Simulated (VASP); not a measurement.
Here is the system:

```
CELL_PARAMETERS angstrom
      0.00000     2.64466     2.64466
      2.64466     0.00000     2.64466
      2.64466     2.64466     0.00000
ATOMIC_POSITIONS crystal
  Yb 0.00000 0.00000 0.00000
```

Method: MS2 meta-GGA, VASP's PBE PAW potentials (set 64) (plane waves; VASP). Settings: 520 eV cut-off, 8×8×8 Γ-centred mesh, Gaussian smearing of 0.050 eV, potentials Yb_2.

The 4f electrons are frozen in the core of the lanthanide potential, so 4f levels, which can set the real gap, and their magnetism are missing.

Question: Estimate the energy per atom (σ→0).

Answer: 
```yaml
energy per atom (σ→0): 14.571 eV/atom
```

Total energies compare only between runs with the same potentials, cut-off and functional.

The compound is Yb in the fcc structure. It was relaxed first, which changed the volume by -10 %. The start is the result of an earlier pass.
